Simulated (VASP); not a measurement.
Set up this calculation in VASP 6.6.1, as the native input.

```yaml
Task: single point
Functional: PBE
Potentials_or_basis: VASP PAW PBE potentials, release 64 (P, Li_sv, Tm, Rh_pv)
Cutoff: 520 eV
k_mesh: 5 × 5 × 5
Occupations: fermi-dirac, width 0.1 eV
Spin: collinear spin, typed start
Starting_moments: "[0.0, 0.0, 0.0, 0.0, 0.0, 0.0, 0.0, 2.0, 2.0, 1.0] μB"
Dipole_correction: no
Further_INCAR_settings: ALGO = Normal; EDIFF = 1e-06; NBANDS = 62
```

The structure of LiTm2P6Rh lies in POSCAR:

```
LiTm2P6Rh
1.0
    0.0000000000      4.4001112900      4.4001112900
    4.4001112900      0.0000000000      4.4001112900
    4.4001112900      4.4001112900      0.0000000000
P Li Tm Rh
6 1 2 1
Direct
    0.7670000000      0.2330000000      0.2330000000
    0.2330000000      0.7670000000      0.2330000000
    0.2330000000      0.7670000000      0.7670000000
    0.7670000000      0.2330000000      0.7670000000
    0.2330000000      0.2330000000      0.7670000000
    0.7670000000      0.7670000000      0.2330000000
    0.5000000000      0.5000000000      0.5000000000
    0.2500000000      0.2500000000      0.2500000000
    0.7500000000      0.7500000000      0.7500000000
    0.0000000000      0.0000000000      0.0000000000
```

The cell was built by a generator and needn't be a form met in nature.

These files were run (other wordings do the same):

INCAR

```
PREC = Accurate
ENCUT = 520
EDIFF = 1E-6
ISMEAR = -1
SIGMA = 0.1
LREAL = False
LASPH = True
NELM = 150
ALGO = Normal
ISIF = 2
LWAVE = False
LCHARG = False
ISPIN = 2
MAGMOM = 0 0 0 0 0 0 0 2 2 1
LORBIT = 11
LMAXMIX = 6
GGA = PE
NBANDS = 62
```

KPOINTS

```
regular mesh
0
Gamma
  5 5 5
```

Potentials or basis: VASP PAW PBE potentials, release 64 (P, Li_sv, Tm, Rh_pv).

Launch:

```sh
$ cat potpaw_PBE.64/P/POTCAR potpaw_PBE.64/Li_sv/POTCAR potpaw_PBE.64/Tm/POTCAR potpaw_PBE.64/Rh_pv/POTCAR > POTCAR
$ mpirun -np 1 vasp_std > vasp.out
```

It gave:

```
Largest force                                         : 6.437 eV/Å
Band gap on the k mesh                                : none (metal or under the smearing width)
Net moment                                            : 2.64 μB per cell
Site moments                                          : P -0.00; Li -0.00; Tm +1.31; Rh +0.00 μB
Valence electrons inside the program's atomic spheres : P 2.51; Li 2.12; Tm 20.93; Rh 15.31
```

Caveat: the magnetic or orbital state may not be the lowest; spin-orbit coupling is left out, which moves the levels of the heavy elements; without U or exact exchange the open f shell lies at the Fermi level, which spoils levels, moments and volumes; forces of over 1 eV/Å show positions far from the minimum, so gaps and moduli don't describe the material at rest.

It took 21 min on 1 thread of Intel(R) Xeon(R) Platinum 8488C (Sapphire Rapids), on a shared host, peak memory 0.51 GiB.
